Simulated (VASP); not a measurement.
Data:

```yaml
crystal:
  lattice:
    - [3.96361, 0.00000, 0.00000]
    - [-1.98181, 3.43259, 0.00000]
    - [0.00000, 0.00000, 4.85651]
  atoms:
    - { symbol: C, position: [0.33333, 0.66667, 0.25000] }
    - { symbol: C, position: [0.66667, 0.33333, 0.75000] }
    - { symbol: Tc, position: [0.00000, 0.00000, 0.00000] }
    - { symbol: Tc, position: [0.00000, 0.00000, 0.50000] }
    - { symbol: Tc, position: [0.33333, 0.66667, 0.75000] }
    - { symbol: Tc, position: [0.66667, 0.33333, 0.25000] }
```

Level of theory: PBE GGA, VASP's PBE PAW potentials (set 64) (plane waves; VASP 6.6.1). Numerical set-up: 400 eV cut-off, 6×6×5 Γ-centred mesh, Gaussian smearing of 0.10 eV, potentials C Tc_pv.

At this cut-off the stress carries a Pulay error, which pulls relaxed volumes low.

Give the stress tensor in GPa (positive for a compressed cell).

```
18.06   0.00   0.00
 0.00  18.06   0.00
 0.00   0.00   7.13
```
The pressure is its mean diagonal, 14.41 GPa.

The structure was generated: Tc2C was put into an ordered model structure, which need not be its known phase. The cell was not relaxed at this level. The k-mesh is coarse (spacing up to 0.31 per Å, 2π included), so the numbers may not be converged in it.
